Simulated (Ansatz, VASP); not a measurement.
## InP: VASP beside Ansatz

Aim: how closely do two programs agree when they are given the same cell, functional and k mesh? The cell is taken from a series of runs on this material, whose earlier steps may have relaxed or scaled it; both programs get it as it stands.

Main program and level: Ansatz 0.2.0; plane waves, with VASP 6.6.1 beside it; single point at PBE0.

### Step 1. The starting structure

Symmetry: F-43m, No. 216, cubic system. Conventional cell: a = 5.869 Å, b = 5.869 Å, c = 5.869 Å, α = 90.00°, β = 90.00°, γ = 90.00°. In has 4 P at 2.54 Å nearest. Nearest to P lie 4 In at 2.54 Å. Farther neighbours are not listed.

### Step 2. VASP: single point, PBE0

A single point gives forces, pressure and levels at one fixed geometry, so differences don't come from the geometry; what else differs is listed under the comparison.

Lines of VASP's logs that name or quote its potential files are left out, and so is its time.

INCAR reads:

```
SYSTEM = InP
PREC = Accurate
ENCUT = 520
EDIFF = 1E-06
NELM = 100
ISMEAR = 0
SIGMA = 0.02
LREAL = .FALSE.
ALGO = Normal
LHFCALC = .TRUE.
AEXX = 0.25
GGA = PE
LASPH = .TRUE.
NBANDS = 15
PRECFOCK = Fast
LORBIT = 11
LWAVE = .FALSE.
LCHARG = .FALSE.
KPAR = 2
ISIF = 2
```

POSCAR reads:

```
InP
1.0
    0.0000000000      2.9345000000      2.9345000000
    2.9345000000      0.0000000000      2.9345000000
    2.9345000000      2.9345000000      0.0000000000
In P
1 1
Direct
    0.0000000000      0.0000000000      0.0000000000
    0.2500000000      0.2500000000      0.2500000000
```

KPOINTS reads:

```
Automatic mesh
0
Gamma
5 5 5
0 0 0
```

Potentials, in the order of the species: In_d_GW and P_GW (PBE family, release 64).

The run is started by

```bash
mpirun -np 2 vasp_std
```

Numbers of over 12 decimals in the logs are rounded to 6 here.

What it wrote:

```text
[banner, memory and clock lines left out]
running    2 mpi-ranks, on    1 nodes
 distrk:  each k-point on    1 cores,    2 groups
 distr:  one band on    1 cores,    1 groups

 POSCAR found type information on POSCAR InP
 POSCAR found :  2 types and       2 ions
 LDA part: xc-table for (Slater+PW92), standard interpolation
 found WAVECAR, reading the header
 POSCAR, INCAR and KPOINTS ok, starting setup
 FFT: planning ... GRIDC
 FFT: planning ... GRID_SOFT
 FFT: planning ... GRID
 reading WAVECAR
 the WAVECAR file was read successfully
 initial charge from wavefunction
 entering main loop
       N       E                     dE             d eps       ncg     rms          rms(c)
DAV:   1    -0.108618012861E+02   -0.10862E+02   -0.29069E-01   506   0.275E+01    0.524E-01
DAV:   2    -0.108688409600E+02   -0.70397E-02   -0.26917E-02   520   0.431E+00    0.686E-01
DAV:   3    -0.108686310743E+02    0.20989E-03   -0.28629E-03   512   0.268E+00    0.438E-01
DAV:   4    -0.108684630322E+02    0.16804E-03   -0.56193E-04   592   0.805E-01    0.260E-01
DAV:   5    -0.108683992454E+02    0.63787E-04   -0.60532E-05   473   0.266E-01    0.156E-01
DAV:   6    -0.108683786161E+02    0.20629E-04   -0.14245E-05   512   0.116E-01    0.954E-02
DAV:   7    -0.108683702509E+02    0.83652E-05   -0.22624E-06   409   0.513E-02    0.581E-02
DAV:   8    -0.108683667924E+02    0.34585E-05   -0.90191E-07   304   0.260E-02    0.352E-02
DAV:   9    -0.108683654048E+02    0.13876E-05   -0.61533E-07   276   0.158E-02    0.215E-02
DAV:  10    -0.108683648364E+02    0.56841E-06   -0.48480E-07   283   0.197E-02
   1 F= -.10868365E+02 E0= -.10868365E+02  d E =-.295410E-13
```

OUTCAR, selected parts (step 2):

```text
ion  position               nearest neighbor table
   1  0.000  0.000  0.000-   2 2.54   2 2.54   2 2.54   2 2.54
   2  0.250  0.250  0.250-   1 2.54   1 2.54   1 2.54   1 2.54

  LATTYP: Found a face centered cubic cell.
 ALAT       =     5.8690000000

 Subroutine GETGRP returns: Found 24 space group operations
 (whereof 24 operations were pure point group operations)

The static configuration has the point symmetry T_d .

 Found     10 irreducible k-points:

   k-points           NKPTS =     10   k-points in BZ     NKDIM =    125   number of bands    NBANDS=     15

   dimension x,y,z NGX =    32 NGY =   32 NGZ =   32
   dimension x,y,z NGXF=    64 NGYF=   64 NGZF=   64

   ENCUT  =  520.0 eV  38.22 Ry    6.18 a.u.   7.72  7.72  7.72*2*pi/ulx,y,z

   NELECT =      18.0000    total number of electrons

 k-points in reciprocal lattice and weights: Automatic mesh
   0.00000000  0.00000000  0.00000000       0.008
   0.20000000  0.00000000  0.00000000       0.064
   0.40000000  0.00000000  0.00000000       0.064
   0.20000000  0.20000000  0.00000000       0.048
   0.40000000  0.20000000  0.00000000       0.192
  -0.40000000  0.20000000  0.00000000       0.192
  -0.20000000  0.20000000  0.00000000       0.096
   0.40000000  0.40000000  0.00000000       0.048
  -0.40000000  0.40000000  0.00000000       0.096
  -0.40000000  0.40000000  0.20000000       0.192

  exchange ACFDT corr.  =         0.00000000  see jH, gK, PRB 81, 115126

 average (electrostatic) potential at core
       1 -67.8084       2 -70.8597

 E-fermi :   3.1996

 k-point     1 :       0.0000    0.0000    0.0000
  band No.  band energies     occupation
    ...
      5     -12.6967      2.00000
      6      -9.6824      2.00000
      7       3.1038      2.00000
      8       3.1038      2.00000
      9       3.1038      2.00000
     10       5.2419      0.00000
     11       8.7345      0.00000
     12       8.7345      0.00000
     13       8.7345      0.00000
     14      13.3601      0.00000
    ...

 k-point     2 :       0.2000    0.0000    0.0000
  band No.  band energies     occupation
    ...
      5     -12.6960      2.00000
      6      -9.2018      2.00000
      7       0.2254      2.00000
      8       2.6641      2.00000
      9       2.6641      2.00000
     10       6.3929      0.00000
     11       9.3413      0.00000
     12       9.3413      0.00000
     13       9.4620      0.00000
     14      13.3249      0.00000
    ...

 k-point     3 :       0.4000    0.0000    0.0000
  band No.  band energies     occupation
    ...
      5     -12.6876      2.00000
      6      -8.0976      2.00000
      7      -2.6847      2.00000
      8       2.1144      2.00000
      9       2.1144      2.00000
     10       6.1003      0.00000
     11       9.5196      0.00000
     12       9.5196      0.00000
     13      11.6113      0.00000
     14      13.8358      0.00000
    ...

  Total        0.2816735      0.2816735      0.2816735      0.0000000     -0.0000000      0.0000000
  in kB        8.9294402      8.9294402      8.9294402      0.0000000     -0.0000000      0.0000000
  external PRESSURE =       8.9294402 kB  Pullay stress =       0.0000000 kB

  energy-cutoff  :      520.00
  volume of cell :       50.54
      direct lattice vectors                 reciprocal lattice vectors
     0.000000000  2.934500000  2.934500000    -0.170386778  0.170386778  0.170386778
     2.934500000  0.000000000  2.934500000     0.170386778 -0.170386778  0.170386778
     2.934500000  2.934500000  0.000000000     0.170386778  0.170386778 -0.170386778

 POSITION                                       TOTAL-FORCE (eV/Angst)
 -----------------------------------------------------------------------------------
      0.00000      0.00000      0.00000         0.000000      0.000000      0.000000
      1.46725      1.46725      1.46725        -0.000000     -0.000000     -0.000000
 -----------------------------------------------------------------------------------
    total drift:                               -0.000011     -0.000012     -0.000003

  FREE ENERGIE OF THE ION-ELECTRON SYSTEM (eV)
  ---------------------------------------------------
  free  energy   TOTEN  =       -10.8683648364 eV

  energy  without entropy=      -10.8683648364  energy(sigma->0) =      -10.86836484

 total charge
# of ion       s       p       d       f       tot
--------------------------------------------------
    1        0.773   0.704   9.939   0.021  11.437
    2        1.115   1.723   0.031   0.000   2.869
--------------------------------------------------
tot          1.888   2.427   9.970   0.021  14.305

[... 3 further parts left out ...]
```

The k-mesh is coarse for unscreened exact exchange, which converges slowly with it.

### Step 3. Ansatz: single point, PBE0

Ansatz runs on its default PAW (the set named soft_2) files.

The same cell, functional, mesh and smearing now go to Ansatz, which takes its cutoff from its data sets.

input.yaml reads:

```yaml
crystal:
  lattice:
    - [0.0, 2.9345, 2.9345]
    - [2.9345, 0.0, 2.9345]
    - [2.9345, 2.9345, 0.0]
  atoms:
    - { symbol: In, position: [0.0, 0.0, 0.0] }
    - { symbol: P, position: [0.25, 0.25, 0.25] }
hamiltonian:
  xc: pbe0
  pseudopotentials: { kind: paw }
kpoints:
  mp_grid: { grid: [5, 5, 5] }
  band_path:
    path:
      - [0.0, 0.0, 0.0]
      - [0.5, 0.0, 0.5]
      - [0.5, 0.1875, 0.6875]
      - [0.40625, 0.34375, 0.75]
      - [0.1875, 0.1875, 0.375]
      - [0.25, 0.25, 0.25]
      - [0.53125, 0.4375, 0.53125]
      - [0.59375, 0.25, 0.65625]
      - [0.5, 0.25, 0.75]
      - [0.5, 0.5, 0.5]
      - [0.375, 0.375, 0.75]
      - [0.5, 0.0, 0.5]
    npoints: 1
scf:
  occupations: { method: gaussian, width: 0.02 }
  n_extra_bands: 7
output:
  forces: true
  stress: true
  eigenvalues: true
```

The run is started by

```bash
ansatz run input.yaml --threads 4 --pin off --max-ram 9216MiB --backend cpu --events-out ev --progress --plain --runs-dir out
```

What it wrote:

```text
Warning: output.stress: scf.convergence.dr2_threshold = 1e-7 eV (the SCF's general default) is looser than the 2e-10 eV advised for a printed stress (1e-10 eV for each atom of the cell: 2). What an SCF threshold leaves in a stress goes as its square root, and in the free energy as the threshold itself, and one threshold admits the most on a small cell: [figures from the program's tests cut] Set scf.convergence.dr2_threshold to 2e-10 eV or tighter. The threshold is an SCF's pass mark: one that does not reach it within its budget of iterations ends unconverged, or closes short of it on a stop that the run arms, and scf.convergence.dr2_threshold's page says what that costs each kind of run
Warning: output.stress: scf.exx.energy_threshold = 1e-6 eV is looser than the 2e-8 eV advised for a stress under a hybrid functional (1e-8 eV for each atom of the cell: 2). Every SCF of the exchange loop can meet its threshold on dr2 while the loop round them stops early: no threshold on dr2 bounds what that leaves in the stress. Set scf.exx.energy_threshold to 2e-8 eV or tighter. The threshold is the loop's pass mark: a loop that does not reach it within its budget of cycles ends unconverged, and scf.exx.energy_threshold's page has the law
scf.n_extra_bands = 7 over 9 filled bands (N_el = 18.0): the run solves 16 bands
Engine: ansatz 0.2.0, aarch64-unknown-linux-gnu
Pseudopotentials: kind: paw
Pseudopotential: In, paw, valence charge 13, recommended cutoff 420 eV (normal), In.paw.azcp
Pseudopotential: P, paw, valence charge 5, recommended cutoff 420 eV (normal), P.paw.azcp
Functional definition: PBE0
  parameter a = 0.25
  parameter kappa = 0.804
  parameter beta = 0.066725
  exchange = (1 - a)*pbe_x(kappa = kappa, mu = beta*pi^2/3) + a*exact_x
  correlation = pbe_c(beta = beta)
Crystal: 2 atoms, lattice volume = 50.540 Å³
Basis set: ecut = 420 eV, 965 PW (Γ), exchange–correlation on 60×60×60 points (8 copies of the dense FFT grid, shifted against one another)
Bands: 16, of which v1, the nominal top of the filled ones, is band 9 counted from 1 (8 counted from 0)
Symmetry: 24 space group operations
Space group: F-43m (ITA 216), of the structure as read, at distance tolerance 3.7e-5 Å
k-points: 10 of 125 (time reversal used)
Non-local potential: In, projectors of the file, l = 0: 2, l = 1: 2, l = 2: 2, l = 3: 2
Non-local potential: P, projectors of the file, l = 0: 2, l = 1: 2, l = 2: 2
PAW form: soft (Blöchl's): semilocal exchange-correlation on the pseudo side does not see the compensation charge
PAW frozen core: In, regenerated for the run's functional, and the local potential with it (the file was generated under x = pbe(κ = 0.804, μ = 0.219515), c = pbe(β = 0.066725))
PAW frozen core: P, regenerated for the run's functional, and the local potential with it (the file was generated under x = pbe(κ = 0.804, μ = 0.219515), c = pbe(β = 0.066725))
PAW one-centre angular grid: In, 590 points (default); XC on 64 Gauss nodes
PAW one-centre angular grid: P, 110 points (default); XC on 64 Gauss nodes
Initial density: superposition of atomic densities (neutral atoms: chi_scale 0, normalization atom), corrected by the library's trained network
Initial wavefunctions: pseudopotential atomic-orbital guess
Functional: x = pbe(κ = 0.804, μ = 0.219515), c = pbe(β = 0.066725), warm-up for x = 0.75 pbe(κ = 0.804, μ = 0.219515) + 0.25 exact, c = pbe(β = 0.066725)
SCF iter   1: F=—  HF=-6353.951462 eV  |F-HF|=—  |Δ(HF+E_count)|=         —  Δρ=1.79e-3  dr2=3.11e-3  ethr=1.77e-3  ⟨swp⟩=12.1  Hψ=843  notcnv=0
preconditioner: auto → none  [insulator: Δε(μ)=0.679 eV  Ē_g=16.987 eV  σ=0.020 eV  W_gap=1.00  n_scr=14 (ndim 8)  ℏωp=22.2 eV  f_vac=0.021  D(μ)=0.00/eV (n_scr^D=0)]
iter 2 solved again at ethr=1.04e-6 eV; its pass at ethr=1.73e-5 eV (dr2=1.86e-4 eV) is discarded
SCF iter   2: F=—  HF=-6353.950919 eV  |F-HF|=—  |Δ(HF+E_count)|=   5.43e-4  Δρ=4.64e-4  dr2=1.91e-4  ethr=1.04e-6  ⟨swp⟩=2.7  Hψ=764  notcnv=0  defer=1
SCF iter   3: F=-6353.950926 eV  HF=-6353.950903 eV  |F-HF|=2.30e-5  |Δ(HF+E_count)|=   1.62e-5  Δρ=1.82e-4  dr2=2.12e-5  ethr=1.04e-6  ⟨swp⟩=2.4  Hψ=257  notcnv=0  defer=1
SCF 1 stopped early in 3 iterations: F = -6353.950926 eV  dr2 = 2.12e-5
  greatest PAW one-centre occupation: 0.980 electrons in one spin orbital (limit 2), on the In atom at site 0 (counted from 0), in its partial waves of l = 2
Initial density: handed on by an earlier stage of this run
Initial wavefunctions: those handed on with the density
Functional: x = 0.75 pbe(κ = 0.804, μ = 0.219515) + 0.25 exact, c = pbe(β = 0.066725)
Frozen-core exchange: fock
SCF iter   1: F=—  HF=-6357.957255 eV  |F-HF|=—  |Δ(HF+E_count)|=         —  Δρ=5.02e-3  dr2=7.53e-3  ethr=1.18e-6  ⟨swp⟩=8.6  Hψ=884  notcnv=0
preconditioner: auto → none  [insulator: Δε(μ)=2.033 eV  Ē_g=19.893 eV  σ=0.020 eV  W_gap=1.00  n_scr=14 (ndim 8)  ℏωp=22.2 eV  f_vac=0.019  D(μ)=0.00/eV (n_scr^D=0)]
SCF iter   2: F=—  HF=-6357.955551 eV  |F-HF|=—  |Δ(HF+E_count)|=   1.70e-3  Δρ=1.65e-3  dr2=2.05e-3  ethr=1.18e-6  ⟨swp⟩=4.0  Hψ=467  notcnv=0
SCF iter   3: F=—  HF=-6357.962942 eV  |F-HF|=—  |Δ(HF+E_count)|=   7.39e-3  Δρ=1.23e-3  dr2=5.10e-4  ethr=1.18e-6  ⟨swp⟩=4.2  Hψ=532  notcnv=0
SCF iter   4: F=—  HF=-6357.962838 eV  |F-HF|=—  |Δ(HF+E_count)|=   1.04e-4  Δρ=1.92e-4  dr2=4.12e-5  ethr=1.18e-6  ⟨swp⟩=3.0  Hψ=312  notcnv=0
SCF iter   5: F=-6357.962986 eV  HF=-6357.962988 eV  |F-HF|=2.23e-6  |Δ(HF+E_count)|=   1.50e-4  Δρ=1.42e-4  dr2=7.76e-6  ethr=8.71e-8  ⟨swp⟩=4.2  Hψ=339  notcnv=0  defer=2
SCF 2 stopped early in 5 iterations: F = -6357.962986 eV  dr2 = 7.76e-6
  greatest PAW one-centre occupation: 0.983 electrons in one spin orbital (limit 2), on the In atom at site 0 (counted from 0), in its partial waves of l = 2
hybrid outer 1: dexx = +8.737e-3 eV, tail = 2.47e-5 eV
Frozen-core exchange: fock
SCF iter   1: F=—  HF=-6357.962912 eV  |F-HF|=—  |Δ(HF+E_count)|=         —  Δρ=3.67e-5  dr2=7.62e-7  ethr=6.87e-7  ⟨swp⟩=5.2  Hψ=411  notcnv=0
preconditioner: auto → none  [insulator: Δε(μ)=2.120 eV  Ē_g=19.866 eV  σ=0.020 eV  W_gap=1.00  n_scr=14 (ndim 8)  ℏωp=22.2 eV  f_vac=0.017  D(μ)=0.00/eV (n_scr^D=0)]
SCF iter   2: F=—  HF=-6357.962912 eV  |F-HF|=—  |Δ(HF+E_count)|=   5.58e-8  Δρ=1.18e-5  dr2=1.05e-7  ethr=3.84e-9  ⟨swp⟩=4.0  Hψ=384  notcnv=0
SCF iter   3: F=—  HF=-6357.962913 eV  |F-HF|=—  |Δ(HF+E_count)|=   2.71e-7  Δρ=7.52e-6  dr2=2.87e-8  ethr=2.17e-10  ⟨swp⟩=4.2  Hψ=416  notcnv=0  defer=2
SCF iter   4: F=-6357.962913 eV  HF=-6357.962913 eV  |F-HF|=5.04e-10  |Δ(HF+E_count)|=   7.69e-9  Δρ=1.15e-6  dr2=1.53e-9  ethr=1.12e-10  ⟨swp⟩=3.1  Hψ=334  notcnv=0  defer=1
SCF 3 converged in 4 iterations: F = -6357.962913 eV  dr2 = 1.53e-9
  Residual-converged pass: ⟨swp⟩=3.0  Hψ=287  notcnv=0  max |occ|·‖R‖ = 2.3e-6 eV (tolerance 2.4e-6 eV)  dr2=1.59e-9  dr2_onsite=2.32e-10  max |Δocc| = 0.0e0
hybrid outer 2: dexx = +3.048e-7 eV, tail = 6.35e-9 eV, Δε = 1.64e-3 eV (about 4.84e-5 eV left of the loop's levels)
NSCF: frozen V_eff on 12 k-points
hybrid SCF converged: 2 outer / 9 inner (+3 warm-up), last move |dexx| = 3.05e-7 eV, tail = 6.35e-9 eV
Stability not checked: this state was not tested for a lower state beside it, because the functional holds exact exchange (a hybrid, or Hartree-Fock), whose exchange loop this test does not read (fock_operator; see scf.lower_state_search)
Free energy (F): -6357.962913 eV
Frozen-core exchange: fock
Harris-Foulkes:  -6357.962913 eV  (|F-HF|=5.04e-10)
Internal energy: -6357.962913 eV  (E = F + TS)
E sigma→0 (E₀):  -6357.962913 eV
Fermi energy:    7.251642 eV
--- Per-component energies (eV) ---
  E_band       = -88.618175
  E_kinetic    = 313.812818
  E_local      = -1401.521813  (includes V_loc(G=0)·N_el)
  E_nonlocal   = 401.056411
  E_hartree    = 554.266512
  E_xc         = -212.700891
  E_vxc        = -123.596286  (∫ρ·V_xc dr)
  E_exx        = -47.890213  (= α·E_x^exact, valence–valence)
  E_paw        = -4746.393430  (= ΣΔE_a)
  E_vpaw       = -291.121614  (= ΣTr[D̂ρ^β])
  E_aug_tail   = 0.000030  (compensation charges beyond the density's cutoff)
  E_ewald      = -1219.044346
  E_core_change = 0.452009  (= ΣΔE_core)
  E_smearing   = -0.000000  (= −TS)
  E_closure    = 0.000000  (closes the sum)
  Σ components = -6357.962913   (vs F -6357.962913, Δ=0.00e0)
--- Forces (eV/Å), atoms counted from 1 ---
  atom   1  In     0.00000000    -0.00000000    -0.00000000
  atom   2  P     -0.00000000     0.00000000     0.00000000
  max |Σ_I F_I| component: 3.70e-17 eV/Å
--- Stress (GPa, compression-positive) ---
        1.025090       0.000000      -0.000000
       -0.000000       1.025090       0.000000
       -0.000000       0.000000       1.025090
  P = ⅓ Tr σ = 1.0251 GPa (10.251 kbar)
--- Band table (eV; the first three rows and the last of 10) ---
  k-point 0: bands = [... 5 lower, -6.6089, 6.1916, 6.1916, 6.1916, 8.3115, 11.7936, 11.7936, 11.7936, ... 3 higher]
  k-point 1: bands = [... 5 lower, -6.1282, 3.3036, 5.7496, 5.7496, 9.4605, 12.4029, 12.4029, 12.5343, ... 3 higher]
  k-point 2: bands = [... 5 lower, -5.0228, 0.3873, 5.1970, 5.1970, 9.1666, 12.5818, 12.5818, 14.6865, ... 3 higher]
  k-point 9: bands = [... 5 lower, -4.2292, 0.2950, 2.8296, 3.7228, 11.5152, 11.8709, 12.8985, 15.7108, ... 3 higher]
```

The column dr2 measures how far the density is from self-consistency, as an energy; F and HF (Harris–Foulkes) agree once it is small.

### Step 4. Comparison

Known differences besides the PAW data sets themselves: exact exchange at q = 0 is treated differently, which shows on coarse meshes; VASP keeps PBE cores, Ansatz makes them for the functional; the cutoff is 420 eV in Ansatz and 520 eV in VASP; VASP takes a coarser grid for exact exchange (PRECFOCK = Fast). Total energies have different zeros and are not compared.

The two programs side by side:

```tsv
quantity	Ansatz	VASP	difference
pressure (GPa)	1.03	0.89	+0.13
gap on the k mesh (eV)	2.120	2.138	-0.018
```

Ansatz's pressure holds a Pulay correction of 0.04 GPa; VASP's holds none.

### Step 5. Further runs

How far does this hang on the set-up? Further runs change one program's set-up at a time, as the table lists.

```tsv
run	difference in gap on the k mesh (eV)
as above	-0.018
VASP with the data sets In_d and P_h and a cutoff of 630 eV	-0.029
```

### Step 6. Outcome

* difference in gap on the k mesh (single point, PBE0): -0.018 eV

The difference in gap on the k mesh is -0.018 eV (single point, PBE0), within the 0.08 eV picked in this series as the mark of a large difference. For single point, PBE0: no further run halves the difference in gap on the k mesh. Differences of this kind measure data sets and numerical settings, not the functional's error against experiment.

[Lines on the potential files, build, host, timing and source positions are cut from VASP's logs without a mark.]

[Logs are printed without paths, hosts, clocks, repeated set-up lines and the standing remarks that a program may print on its own settings, such as how far it seeks lower states.]

[Hosts, paths, dates, database ids (printed as entryN), source tags and the programs' standing remarks are cut or masked in the printed files.]
